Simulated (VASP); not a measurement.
InP (zinc blende) relaxed at rising pressure, in one space group throughout; other phases were not tried. The pressures are those reached. These are PBE GGA, VASP's PBE PAW potentials (set 64) (plane waves; VASP 6.6.1) values and carry that method's errors.

| P (GPa) | V (Å³/atom) | k-mesh |
|---|---|---|
| 0.04 | 26.410 | 8×8×8 |
| 4.97 | 24.626 | 8×8×8 |
| 9.94 | 23.327 | 8×8×8 |
| 19.95 | 21.468 | 8×8×8 |
| 29.94 | 20.153 | 8×8×8 |

A change of mesh leaves a small step in the series.

Q: Fit an equation of state and predict the volume at 45.10 GPa.

A: Least squares on the third-order Birch-Murnaghan form, P = (3B0/2)(y⁷ − y⁵)[1 + (3/4)(B′ − 4)(y² − 1)] with y = (V0/V)^(1/3), gives V0 = 26.423 Å³/atom, B0 = 61 GPa and B′ = 4.4, and so 18.709 Å³/atom. The run gave 18.694 Å³/atom, -0.1 % from the fit.

Pressures at which the relaxation failed are left out.

The compound is InP in the zinc blende structure.
